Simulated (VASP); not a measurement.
Output of a VASP run:

**OSZICAR**
```
       N       E                     dE             d eps       ncg     rms          rms(c)
DAV:   1     0.941795385854E+02    0.94180E+02   -0.75507E+03   702   0.116E+03
DAV:   2     0.764364865194E+00   -0.93415E+02   -0.89920E+02   944   0.182E+02
DAV:   3    -0.560638047526E+01   -0.63707E+01   -0.63190E+01   827   0.544E+01
DAV:   4    -0.566959536738E+01   -0.63215E-01   -0.63138E-01   817   0.635E+00
DAV:   5    -0.567009613117E+01   -0.50076E-03   -0.50074E-03   872   0.574E-01    0.607E+00
DAV:   6    -0.561102632171E+01    0.59070E-01   -0.45632E-02   757   0.154E+00    0.377E+00
DAV:   7    -0.559563275886E+01    0.15394E-01   -0.88764E-02   747   0.211E+00    0.232E-01
DAV:   8    -0.559482701465E+01    0.80574E-03   -0.11157E-02   722   0.772E-01    0.117E-01
DAV:   9    -0.559491294318E+01   -0.85929E-04   -0.36327E-04   912   0.150E-01    0.407E-02
DAV:  10    -0.559494628967E+01   -0.33346E-04   -0.55404E-05   777   0.706E-02    0.982E-03
DAV:  11    -0.559494752761E+01   -0.12379E-05   -0.76504E-06   877   0.197E-02    0.497E-03
DAV:  12    -0.559494702390E+01    0.50371E-06   -0.16220E-06   792   0.940E-03    0.314E-03
DAV:  13    -0.559494686871E+01    0.15518E-06   -0.31935E-07   807   0.396E-03    0.335E-04
DAV:  14    -0.559494681984E+01    0.48874E-07   -0.23744E-08   391   0.118E-03
   1 F= -.55949468E+01 E0= -.55949468E+01  d E =-.559495E+01
```

File OUTCAR:
```
------------------------ aborting loop because EDIFF is reached ----------------------------------------
  FORCE on cell =-STRESS in cart. coord.  units (eV):
  Direction    XX          YY          ZZ          XY          YZ          ZX
  --------------------------------------------------------------------------------------
  Total        0.0133136      0.0133136     -0.0044618      0.0000000      0.0000000      0.0000000
  in kB        0.2701676      0.2701676     -0.0905414      0.0000000      0.0000000      0.0000000
  external PRESSURE =       0.1499313 kB  Pullay stress =       0.0000000 kB
  volume of cell :       78.95
      direct lattice vectors                 reciprocal lattice vectors
     2.100792345 -3.638679065  0.000000000     0.238005437 -0.137412504  0.000000000
     2.100792345  3.638679065  0.000000000     0.238005437  0.137412504  0.000000000
     0.000000000  0.000000000  5.164351048     0.000000000  0.000000000  0.193635171
 POSITION                                       TOTAL-FORCE (eV/Angst)
 -----------------------------------------------------------------------------------
      0.50628      0.87690      3.44290         0.001910      0.003308      0.000000
      3.18903      0.00000      0.00000        -0.003820      0.000000      0.000000
      0.50628     -0.87690      1.72145         0.001910     -0.003308     -0.000000
 -----------------------------------------------------------------------------------
    total drift:                               -0.000214     -0.000442      0.000010
  FREE ENERGIE OF THE ION-ELECTRON SYSTEM (eV)
  ---------------------------------------------------
  free  energy   TOTEN  =        -5.5949468198 eV

  energy  without entropy=       -5.5949468198  energy(sigma->0) =       -5.59494682

 reached required accuracy - stopping structural energy minimisation
```
(Selected blocks of OUTCAR.)

### POSCAR
```
Se
1
    2.1007923453    -3.6386790655     0.0000000000
    2.1007923453     3.6386790655     0.0000000000
    0.0000000000     0.0000000000     5.1643510482
Se
3
Direct
  0.0000000000   0.2409941092   0.6666670000
  0.7590058908   0.7590058908   0.0000000000
  0.2409941092   0.0000000000   0.3333330000
```

**Question.** Write an INCAR and KPOINTS that could have produced this output.

**Answer.** Several could match; the one computed here: the input of the run itself, optB88-vdW, plane waves, VASP's PBE PAW potentials (set 64).

**KPOINTS**
```
Automatic mesh
0
Gamma
6 6 5
0 0 0
```

**INCAR**
```
SYSTEM = Se
PREC = Accurate; ENCUT = 520; LREAL = F
LASPH = T
EDIFF = 1E-7; NELM = 100; ALGO = Normal
LMAXMIX = 4
ISMEAR = 0; SIGMA = 0.05
GGA = BO; LUSE_VDW = T; AGGAC = 0.0
PARAM1 = 0.1833333333; PARAM2 = 0.22
IBRION = 2; NSW = 30; ISIF = 4
EDIFFG = -0.01
LWAVE = F; LCHARG = F
```

POTCAR, in this order: Se (PBE.64 set). Program: vasp_std.

The compound is Se in the trig structure. It was relaxed first.
